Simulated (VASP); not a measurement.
Write the native input for VASP 6.6.1 that does the following.

```yaml
Task: relaxation of cell and atoms
Functional: PBE
Potentials_or_basis: VASP PAW PBE potentials, release 64 (Ga_d, Ge_d, Se)
Cutoff: 520 eV
k_mesh: 10 × 10 × 10
Occupations: gaussian, width 0.1 eV
Spin: no spin polarisation
Further_INCAR_settings: ALGO = Normal; EDIFF = 1e-06; IBRION = 2; EDIFFG = -0.01; NSW = 90; ISIF = 3
```

The structure of Ga2GeSe2 lies in POSCAR:

```
Ga2GeSe2
1.0
   -2.0310000000      6.0750000000      2.4360000000
    2.0310000000     -6.0750000000      2.4360000000
    2.0310000000      6.0750000000     -2.4360000000
Ga Ge Se
2 1 2
Direct
    0.6684896300      0.0116995100      0.6567901200
    0.3549093800      0.0116995100      0.3432098800
    0.8647372700      0.3647372700      0.5000000000
    0.0329279900      0.1808292300      0.8520987700
    0.3287304600      0.1808292300      0.1479012300
```

The cell was built by a generator and needn't be a form met in nature.

One way to write it, as run:

INCAR

```
SYSTEM = Ga2GeSe2
PREC = Accurate
ENCUT = 520
EDIFF = 1E-6
ISMEAR = 0
SIGMA = 0.1
LREAL = .FALSE.
LASPH = .TRUE.
NELM = 120
ALGO = Normal
ISIF = 3
LWAVE = .FALSE.
LCHARG = .FALSE.
GGA = PE
IBRION = 2
NSW = 90
EDIFFG = -0.01
KPAR = 8
```

KPOINTS

```
Automatic mesh
0
G
  10 10 10
  0 0 0
```

Potentials or basis: VASP PAW PBE potentials, release 64 (Ga_d, Ge_d, Se).

Command:

```sh
$ cat potpaw_PBE.64/Ga_d/POTCAR potpaw_PBE.64/Ge_d/POTCAR potpaw_PBE.64/Se/POTCAR > POTCAR
$ mpirun -np 8 vasp_std > vasp.out
```

It gave:

```
Relaxed volume                         : 24.13 Å³/atom
Relaxed cell                           : a = 7.091 Å, b = 7.091 Å, c = 7.091 Å, α = 146.73°, β = 51.65°, γ = 141.66°
Space group after relaxing (to 0.05 Å) : Imm2 (No. 44)
Energy gained by relaxing              : 16.5 meV/atom
Ionic steps                            : 30
Pressure after relaxing                : 0.0 GPa
Largest force after relaxing           : 0.009 eV/Å
Band gap on the k mesh                 : 0.14 eV, indirect (least direct gap 0.58 eV)
```

It took 29 min on 8 MPI ranks on AMD EPYC 9R45 (Zen 5), with other jobs on the host, peak memory 0.85 GiB a rank.
